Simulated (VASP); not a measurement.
# Y: surface energy and work function by face

Which face of Y is cheapest, and which holds its electrons hardest?

Method: PBEsol; plane waves and PAW (Y_sv), in VASP 6.6.1.

Report form: the programs' logs are mostly left out.

**1. The structure**

It takes space group P6_3/mmc (No. 194, hexagonal). The conventional cell has a = 3.650 Å, b = 3.650 Å, c = 5.734 Å, α = 90.00°, β = 90.00°, γ = 120.00°. Nearest to Y lie 12 Y at 3.56 to 3.65 Å.

As a file:

```cif
data_structure
_symmetry_space_group_name_H-M 'P 1'
_symmetry_Int_Tables_number 1
_cell_length_a 3.6500
_cell_length_b 3.6500
_cell_length_c 5.7341
_cell_angle_alpha 90.000
_cell_angle_beta 90.000
_cell_angle_gamma 120.000
_cell_volume 66.16
loop_
_atom_site_label
_atom_site_type_symbol
_atom_site_fract_x
_atom_site_fract_y
_atom_site_fract_z
_atom_site_occupancy
Y1 Y 0.00000 0.00000 0.00000 1
Y2 Y 0.33333 0.66667 0.50000 1
```

**2. The bulk reference, job relaxation, k-mesh 12×12×7**

The bulk crystal is relaxed first, so that the slabs are cut at this functional's lattice.

INCAR

```
SYSTEM = Y
PREC = Accurate
ENCUT = 420
EDIFF = 1E-06
NELM = 120
ISMEAR = 1
SIGMA = 0.15
LREAL = .FALSE.
ALGO = Normal
GGA = PS
NBANDS = 17
LASPH = .TRUE.
LORBIT = 11
LWAVE = .FALSE.
LCHARG = .FALSE.
KPAR = 4
IBRION = 2
NSW = 30
ISIF = 3
EDIFFG = -0.01
POTIM = 0.4
```

POSCAR

```
Y
1.0
    3.6500000000      0.0000000000      0.0000000000
   -1.8250000000      3.1609927238      0.0000000000
    0.0000000000      0.0000000000      5.7341500000
Y
2
Direct
    0.0000000000      0.0000000000      0.0000000000
    0.3333333333      0.6666666667      0.5000000000
```

KPOINTS

```
Automatic mesh
0
Gamma
12 12 7
0 0 0
```

Potentials, in the order of the species: Y_sv (PBE family, release 64).

Run with:

```
$ mpirun -np 4 vasp_std
```

The job ended after 44 s (4 MPI ranks of Intel Xeon 6975P-C (Granite Rapids), shared host; peak memory 0.8 GiB).

The PAW data sets were made with PBE, which is usual practice but a small mismatch for other functionals. The run keeps the 24 symmetry operations of its start, so it cannot find a distortion of lower symmetry.

Relaxation path:

```csv
step,energy less that of the first step (eV),largest force (eV/Å),pressure (GPa),volume (Å³)
1,0.0000,0.0000,-2.23,66.16
2,-0.0271,0.0000,-0.13,62.69
3,-0.0272,0.0000,0.01,62.48
4,-0.0271,0.0000,0.08,62.41
5,-0.0273,0.0000,0.03,62.52
6,-0.0272,0.0000,-0.12,62.70
7,-0.0273,0.0000,-0.07,62.62
8,-0.0273,0.0000,-0.04,62.59
9,-0.0273,0.0000,-0.06,62.60
10,-0.0273,0.0000,-0.01,62.54
```

```csv
"conventional cell, symmetrised",before,after,change
a (Å),3.650,3.595,-1.5 %
b (Å),3.650,3.595,-1.5 %
c (Å),5.734,5.588,-2.6 %
volume (Å³/atom),33.08,31.27,-5.5 %
```

Final coordinates:

```xyz
2
Lattice="3.5948 0.0000 0.0000 -1.7974 3.1132 0.0000 0.0000 0.0000 5.5878" Properties=species:S:1:pos:R:3 pbc="T T T"
Y     0.0000    0.0000    0.0000
Y     0.0000    2.0755    2.7939
```

This step gave:

| Property | Result |
| --- | --- |
| electronic cycles | 72 |
| electrons | 22 |
| free energy (TOTEN) | -13.64 eV |
| energy at zero smearing | -13.63 eV |
| Fermi energy | 3.124 eV |
| metallic | yes |

The run ended after 10 ionic steps, 0.027 eV below its first step, once forces and stress met EDIFFG = -0.01.

Energy at zero smearing: -13.63361 eV.

**3. The bulk reference, job self-consistent run, k-mesh 15×15×9**

INCAR

```
SYSTEM = Y
PREC = Normal
ENCUT = 320
EDIFF = 1E-06
NELM = 120
ISMEAR = 1
SIGMA = 0.15
LREAL = .FALSE.
ALGO = Fast
GGA = PS
NBANDS = 17
LASPH = .TRUE.
LORBIT = 11
LWAVE = .FALSE.
LCHARG = .FALSE.
KPAR = 4
```

POSCAR

```
Y
1.0
    3.5948180247      0.0000000000      0.0000000000
   -1.7974090124      3.1132037314      0.0000000000
    0.0000000000      0.0000000000      5.5878073438
Y
2
Direct
    0.0000000000      0.0000000000      0.0000000000
    0.3333333333      0.6666666667      0.5000000000
```

KPOINTS

```
Automatic mesh
0
Gamma
15 15 9
0 0 0
```

Run with:

```
$ mpirun -np 4 vasp_std
```

Elapsed: 7.2 s, on 4 MPI ranks; peak memory 0.65 GiB.

Numbers from this step:

```yaml
electronic_cycles: 18
fermi_energy: 3.129 eV
```

Energy at zero smearing: -13.63443 eV.

The run ends at a pressure of -0.16 GPa.

**4. Surface relaxation, 8 atoms, face Y(0001)**

System of this step: Y(0001). The cell holds 8 atoms: 8 Y. Its edges and angles: a = 3.595 Å, b = 3.595 Å, c = 34.557 Å, α = 90.0°, β = 90.0°, γ = 60.0°. It derives from Y. 8 layers of hcp Y, cut at this functional's lattice. Vacuum lies along c.

All atoms relax at the fixed cell.

INCAR

```
SYSTEM = Y
PREC = Normal
ENCUT = 320
EDIFF = 1E-05
NELM = 120
ISMEAR = 1
SIGMA = 0.15
LREAL = .FALSE.
ALGO = Fast
GGA = PS
NBANDS = 54
LASPH = .TRUE.
LORBIT = 11
LWAVE = .FALSE.
LCHARG = .FALSE.
KPAR = 4
IBRION = 2
NSW = 40
ISIF = 2
EDIFFG = -0.03
POTIM = 0.4
MAXMIX = 40
```

POSCAR

```
Y
1.0
    3.5948180247      0.0000000000      0.0000000000
    1.7974090124      3.1132037314      0.0000000000
    0.0000000000      0.0000000000     34.5573257033
Y
8
Direct
    0.6666666700      0.6666666700      0.2170306800
    0.0000000000      0.0000000000      0.2978790600
    0.6666666700      0.6666666700      0.3787274400
    0.0000000000      0.0000000000      0.4595758100
    0.6666666700      0.6666666700      0.5404241900
    0.0000000000      0.0000000000      0.6212725600
    0.6666666700      0.6666666700      0.7021209400
    0.0000000000      0.0000000000      0.7829693200
```

KPOINTS

```
Automatic mesh
0
Gamma
12 12 1
0 0 0
```

Run with:

```
$ mpirun -np 4 vasp_std
```

Elapsed: 2.6 min, on 4 MPI ranks; peak memory 1.2 GiB.

The run keeps the 12 symmetry operations of its start, so it cannot find a distortion of lower symmetry.

The steps of the relaxation:

```csv
step,energy less that of the first step (eV),largest force (eV/Å)
1,0.0000,0.1643
2,-0.0033,0.1255
3,-0.0089,0.0439
4,-0.0091,0.0305
5,-0.0091,0.0290
```

The atoms that moved most (Å):

```csv
atom,dx,dy,dz,length
Y7,0.000,0.000,0.031,0.031
Y2,0.000,0.000,-0.031,0.031
Y1,0.000,0.000,0.026,0.026
Y8,0.000,0.000,-0.026,0.026
Y6,0.000,0.000,-0.008,0.008
Y3,0.000,0.000,0.008,0.008
Y4,0.000,0.000,0.005,0.005
Y5,0.000,0.000,-0.005,0.005
```

The relaxed structure:

```xyz
8
Lattice="3.5948 0.0000 0.0000 1.7974 3.1132 0.0000 0.0000 0.0000 34.5573" Properties=species:S:1:pos:R:3
Y     3.5948    2.0755    7.5258
Y     0.0000    0.0000   10.2630
Y     3.5948    2.0755   13.0956
Y     0.0000    0.0000   15.8871
Y     3.5948    2.0755   18.6702
Y     0.0000    0.0000   21.4617
Y     3.5948    2.0755   24.2943
Y     0.0000    0.0000   27.0316
```

This step gave:

| Property | Result |
| --- | --- |
| electronic cycles | 129 |
| electrons | 88 |
| free energy (TOTEN) | -52.9965 eV |
| energy at zero smearing | -52.9958 eV |
| Fermi energy | 0.9699 eV |

The run ended after 5 ionic steps, 0.009 eV below its first step, once the forces on the free atoms met EDIFFG = -0.03.

**5. Potential and states of the slab, 8 atoms, face Y(0001)**

A static run writes the electrostatic potential without exchange and correlation (LVHAR), which is flat in the vacuum and gives the level to count from. The dipole correction cancels the field that unlike faces would set up across the vacuum.

INCAR

```
SYSTEM = Y
PREC = Normal
ENCUT = 320
EDIFF = 1E-06
NELM = 120
ISMEAR = 1
SIGMA = 0.15
LREAL = .FALSE.
ALGO = Fast
GGA = PS
NBANDS = 54
LASPH = .TRUE.
LORBIT = 11
LWAVE = .FALSE.
LCHARG = .TRUE.
KPAR = 4
IDIPOL = 3
LDIPOL = .TRUE.
DIPOL = 0.5 0.5 0.5
LVHAR = .TRUE.
LVACPOTAV = .TRUE.
NEDOS = 1500
```

POSCAR

```
Y
1.0
    3.5948180247      0.0000000000      0.0000000000
    1.7974090124      3.1132037314      0.0000000000
    0.0000000000      0.0000000000     34.5573257033
Y
8
Direct
    0.6666666700      0.6666666700      0.2177762992
    0.0000000000      0.0000000000      0.2969860129
    0.6666666700      0.6666666700      0.3789539240
    0.0000000000      0.0000000000      0.4597321954
    0.6666666700      0.6666666700      0.5402678046
    0.0000000000      0.0000000000      0.6210460760
    0.6666666700      0.6666666700      0.7030139871
    0.0000000000      0.0000000000      0.7822237008
```

KPOINTS is that of step 4.

Run with:

```
$ mpirun -np 4 vasp_std
```

Elapsed: 63 s, on 4 MPI ranks; peak memory 1.2 GiB.

This step gave:

```yaml
electronic_cycles: 45
fermi_energy: 0.9688 eV
dipole_moment: 0, 0, 1.50e-5 e·Å
vacuum_levels: 4.249, 4.249 eV
work_functions_of_the_upper_and_lower_face: 3.280, 3.280 eV
```

The planar average of the electrostatic potential oscillates, so the rows of the table below give means over windows of 2.81 Å about each position, cut where the curve ends. Its maxima inside the range that stand out by 2 % of the span (Å: eV): 8.9: 0.517, 11.7: 0.691, 14.5: 0.586, 17.3: 0.554, 20.1: 0.586, 22.9: 0.691, 25.7: 0.517. Its minima: 7.5: -6.88, 10.3: -6.37, 13.1: -6.59, 15.9: -6.53, 18.7: -6.53, 21.5: -6.59, 24.3: -6.36, 27.1: -6.88.

Zero at the Fermi level. Planar average of the electrostatic potential against height; means over each step:

```csv
height (Å),planar average of the electrostatic potential (eV)
1.41,3.28
4.21,3.12
7.02,-3.07
9.83,-3.05
12.64,-3.11
15.45,-3.12
18.27,-3.13
21.07,-3.14
23.88,-2.99
26.69,-3.41
29.50,2.44
32.31,3.28
```

Density of states in the PAW spheres, an atom over height of the layer and energy from the Fermi level.

Ten even steps from '0' (0.00 states/eV) to '9' (1.41 states/eV), each cell a mean:
```
94544549
99999999
66566566
33455433
44444444
33333333
12222221
11111111
00000000
00000000
00000000
00000000
00000000
00000000
00000000
00000000
00000000
00000000
00000000
00000000
00000000
00000000
```
Columns: height of the layer (Å) from 7.5 to 27; rows upwards: energy from the Fermi level (eV) from -7.9 to 0.5.

Valence density in the ca plane at fractional y = 0.000, with atoms of Y within 0.2 Å of it. It is the smooth field of the valence electrons, not physical close to the nuclei.

Ten steps, logarithmic in the rise over the least value, from '0' (0.0 e/Å³) to '9' (5.0 e/Å³), each cell a mean:
```
98632222222247998642222222236899742000000000
76422222222235777532222222235677531000000000
43222233322223444322223332223444321000000000
22222234432222222222234432222222211000000000
22222344432222222222234433222222211000000000
32222233332222332222233332222333211000000000
65322222222234565322222222223565421000000000
87532222222246888632222222236888741000000000
98632222222357999742222222247999852000000000
```
Columns run along c (16.0 Å, from fractional 0.46 to 0.93 of the cell), rows up along a (3.6 Å). Atoms in or near the plane, at fractional coordinates: Y at (0.62, 0.00), Y at (0.78, 0.00).

The map of layer states is cut here 0.5 eV above the Fermi level, so it leaves out the states above that.

The vacuum level lies 3.28 eV above the Fermi level at the upper face; both faces agree, as the slab has next to no dipole.

The program found no field-free point at its default tolerance, but its printed level agrees with the flat part of the planar average.

On this mesh the fine structure of the density of states is sampling noise, and high empty states may be cut by the number of bands.

**6. Surface relaxation, 12 atoms, face Y(10-10)**

System of this step: Y(10-10). The cell holds 12 atoms: 12 Y. Cell: a = 3.595 Å, b = 5.588 Å, c = 31.604 Å, α = 90.0°, β = 90.0°, γ = 90.0°. It derives from Y. 12 layers of hcp Y, cut at this functional's lattice. Vacuum lies along c.

INCAR

```
SYSTEM = Y
PREC = Normal
ENCUT = 320
EDIFF = 1E-05
NELM = 120
ISMEAR = 1
SIGMA = 0.15
LREAL = .FALSE.
ALGO = Fast
GGA = PS
NBANDS = 81
LASPH = .TRUE.
LORBIT = 11
LWAVE = .FALSE.
LCHARG = .FALSE.
KPAR = 4
IBRION = 2
NSW = 40
ISIF = 2
EDIFFG = -0.03
POTIM = 0.4
MAXMIX = 40
```

POSCAR

```
Y
1.0
    3.5948180247      0.0000000000      0.0000000000
    0.0000000000      5.5878073438      0.0000000000
    0.0000000000      0.0000000000     31.6037532340
Y
12
Direct
    0.0000000000      0.0000000000      0.2373135900
    0.5000000000      0.0000000000      0.3358209900
    0.5000000000      0.5000000000      0.2701493900
    0.0000000000      0.0000000000      0.4343284000
    0.0000000000      0.5000000000      0.3686567900
    0.5000000000      0.0000000000      0.5328358000
    0.5000000000      0.5000000000      0.4671642000
    0.0000000000      0.0000000000      0.6313432100
    0.0000000000      0.5000000000      0.5656716000
    0.5000000000      0.0000000000      0.7298506100
    0.5000000000      0.5000000000      0.6641790100
    0.0000000000      0.5000000000      0.7626864100
```

KPOINTS

```
Automatic mesh
0
Gamma
8 6 1
0 0 0
```

Run with:

```
$ mpirun -np 4 vasp_std
```

Run time: 9.9 min. Hardware: 4 MPI ranks; peak memory 2 GiB; 39 min of CPU time.

The run keeps the 8 symmetry operations of its start, so it cannot find a distortion of lower symmetry.

The steps of the relaxation:

```csv
step,energy less that of the first step (eV),largest force (eV/Å)
1,0.0000,0.4031
2,-0.0230,0.3251
3,-0.0554,0.1855
4,-0.0664,0.1634
5,-0.0710,0.0783
6,-0.0710,0.0822
7,-0.0727,0.0604
8,-0.0748,0.0328
9,-0.0748,0.0351
10,-0.0752,0.0224
```

The atoms that moved most (Å):

```csv
atom,dx,dy,dz,length
Y3,0.000,0.000,0.090,0.090
Y10,0.000,0.000,-0.090,0.090
Y11,0.000,0.000,0.077,0.077
Y2,0.000,0.000,-0.077,0.077
Y12,0.000,0.000,-0.050,0.050
Y1,0.000,0.000,0.050,0.050
Y5,0.000,0.000,-0.036,0.036
Y8,0.000,0.000,0.036,0.036
```

Final coordinates:

```xyz
12
Lattice="3.5948 0.0000 0.0000 0.0000 5.5878 0.0000 0.0000 0.0000 31.6038" Properties=species:S:1:pos:R:3
Y     0.0000    0.0000    7.5496
Y     1.7974    0.0000   10.5361
Y     1.7974    2.7939    8.6280
Y     0.0000    0.0000   13.7229
Y     0.0000    2.7939   11.6153
Y     1.7974    0.0000   16.8347
Y     1.7974    2.7939   14.7691
Y     0.0000    0.0000   19.9885
Y     0.0000    2.7939   17.8808
Y     1.7974    0.0000   22.9758
Y     1.7974    2.7939   21.0677
Y     0.0000    2.7939   24.0542
```

Numbers from this step:

```yaml
electronic_cycles: 146
electrons: 132
free_energy_toten: -79.1258 eV
energy_at_zero_smearing: -79.1283 eV
fermi_energy: 0.5431 eV
```

The run ended after 10 ionic steps, 0.075 eV below its first step, once the forces on the free atoms met EDIFFG = -0.03.

**7. Potential and states of the slab, 12 atoms, face Y(10-10)**

INCAR

```
SYSTEM = Y
PREC = Normal
ENCUT = 320
EDIFF = 1E-06
NELM = 120
ISMEAR = 1
SIGMA = 0.15
LREAL = .FALSE.
ALGO = Fast
GGA = PS
NBANDS = 81
LASPH = .TRUE.
LORBIT = 11
LWAVE = .FALSE.
LCHARG = .TRUE.
KPAR = 4
IDIPOL = 3
LDIPOL = .TRUE.
DIPOL = 0.5 0.5 0.5
LVHAR = .TRUE.
LVACPOTAV = .TRUE.
NEDOS = 1500
```

POSCAR

```
Y
1.0
    3.5948180247      0.0000000000      0.0000000000
    0.0000000000      5.5878073438      0.0000000000
    0.0000000000      0.0000000000     31.6037532340
Y
12
Direct
    0.0000000000      0.0000000000      0.2388828776
    0.5000000000      0.0000000000      0.3333812140
    0.5000000000      0.5000000000      0.2730042062
    0.0000000000      0.0000000000      0.4342187797
    0.0000000000      0.5000000000      0.3675277450
    0.5000000000      0.0000000000      0.5326798428
    0.5000000000      0.5000000000      0.4673201572
    0.0000000000      0.0000000000      0.6324722550
    0.0000000000      0.5000000000      0.5657812203
    0.5000000000      0.0000000000      0.7269957938
    0.5000000000      0.5000000000      0.6666187860
    0.0000000000      0.5000000000      0.7611171224
```

KPOINTS is that of step 6.

Run with:

```
$ mpirun -np 4 vasp_std
```

The job ended after 3.2 min (4 MPI ranks; peak memory 1.9 GiB; 12 min of CPU time).

This step gave:

```yaml
electronic_cycles: 53
energy_at_zero_smearing: -79.1284 eV
fermi_energy: 0.5435 eV
dipole_moment: 0, 0, 0 e·Å
vacuum_levels: 3.917, 3.917 eV
work_functions_of_the_upper_and_lower_face: 3.373, 3.373 eV
```

The planar average of the electrostatic potential oscillates, so the rows of the table below give means over windows of 3.1 Å about each position, cut where the curve ends. Its maxima inside the range that stand out by 2 % of the span (Å: eV): 9.6: -1.38, 12.6: -0.690, 15.8: -0.799, 19.0: -0.690, 22.0: -1.38. Its minima: 8.0: -5.55, 11.1: -5.31, 14.2: -5.53, 17.4: -5.53, 20.5: -5.31, 23.6: -5.55.

Zero at the Fermi level. Planar average of the electrostatic potential against height; means over each step:

height (Å), planar average of the electrostatic potential (eV) and a bar from the least value:
```
     1.55       3.38 ##############################
     4.65       3.11 #############################
     7.75      -2.89 ##
    10.85      -3.16 #
    13.95      -3.11 #
    17.05      -3.13 #
    20.15      -3.04 #
    23.25      -3.30 
    26.35       2.57 ##########################
    29.45       3.37 ##############################
```

Density of states in the PAW spheres, an atom over height of the layer and energy from the Fermi level.

Ten even steps from '_' (0.00 states/eV) to '@' (1.40 states/eV), each cell a mean:
```
##**====++++++++====**##
@@%%##%%@@%%%%@@%%##%%@@
++******++++++++******++
====++++++++++++++++====
--====================--
::--------------------::
..::::::::::::::::::::..
........................
________________________
________________________
________________________
________________________
________________________
________________________
________________________
________________________
________________________
________________________
________________________
________________________
________________________
________________________
```
Columns: height of the layer (Å) from 7.5 to 24.1 (not evenly spaced); rows upwards: energy from the Fermi level (eV) from -7.9 to 0.5.

Valence density in the ca plane at fractional y = 0.000, with atoms of Y within 0.2 Å of it. It is the smooth field of the valence electrons, not physical close to the nuclei.

Ten even steps from '0' (0.0 e/Å³) to '9' (5.1 e/Å³), each cell a mean:
```
26862000000000000268630000000000000000000000
12321000000000000023210000000000000000000000
00000000013310000000000000233100000000000000
00000000147741000000000001587300000000000000
00000000159951000000000002698410000000000000
00000000135530000000000001355200000000000000
01110000001100000011100000111000000000000000
14641000000000000146420000000000000000000000
37973000000000000279730000000000000000000000
```
Columns run along c (16.0 Å, from fractional 0.41 to 0.92 of the cell), rows up along a (3.6 Å). Atoms in or near the plane, at fractional coordinates: Y at (0.43, 0.00), Y at (0.53, 0.50), Y at (0.63, 0.00), Y at (0.73, 0.50).

The map of layer states is cut here 0.5 eV above the Fermi level, so it leaves out the states above that.

The vacuum level lies 3.37 eV above the Fermi level at the upper face; both faces agree, as the slab has next to no dipole.

The program found no field-free point at its default tolerance, but its printed level agrees with the flat part of the planar average.

On this mesh the fine structure of the density of states is sampling noise, and high empty states may be cut by the number of bands.

**8. The faces side by side**

This step: surfaces of a metal, PBEsol; plane waves and PAW (VASP 6.6.1).

This step runs nothing: it gathers the runs above.

Symmetric slabs, all atoms free. All faces:

```csv
face,layers,area a surface atom (Å²),work function (eV),surface energy as cut (J/m²),surface energy relaxed (J/m²),change of the top spacing (%)
Y(0001),8,11.19,3.28,1.11,1.104,-2.03
Y(10-10),12,20.09,3.373,1.098,1.068,3.92
```

Each surface energy is the slab's energy less its number of atoms times the bulk energy of -6.8172 eV, over twice the cell's area.

**9. Summary of results**

```yaml
y_0001: 1.10 J/m², 3.28 eV
y_10_10: 1.07 J/m², 3.37 eV
```

In words: The cheapest face is Y(10-10) at 1.07 J/m², against 1.10 for Y(0001). The work functions are 3.37 eV for Y(10-10) and 3.28 eV for Y(0001). The densest face does not have the highest work function here, against the usual rule. The two cheapest faces differ by under 4 %, which one mesh and one thickness don't resolve. The top spacing changes by -2.0 % on Y(0001) and +3.9 % on Y(10-10). Of the two ends of the prism face, the one with the short outer spacing was run. One thickness was run for each face, and bulk and slab meshes don't match, which leaves some hundredths of a J/m². The cells are 1 × 1 and can't reconstruct.

[Lines on the potential files, build, host, timing and source positions are cut from VASP's logs without a mark.]

[Logs are printed without paths, hosts, clocks, repeated set-up lines and the standing remarks that a program may print on its own settings, such as how far it seeks lower states.]

[Hosts, paths, dates, database ids (printed as entryN), source tags and the programs' standing remarks are cut or masked in the printed files.]

[Runs that stopped without an error message from VASP are left out.]
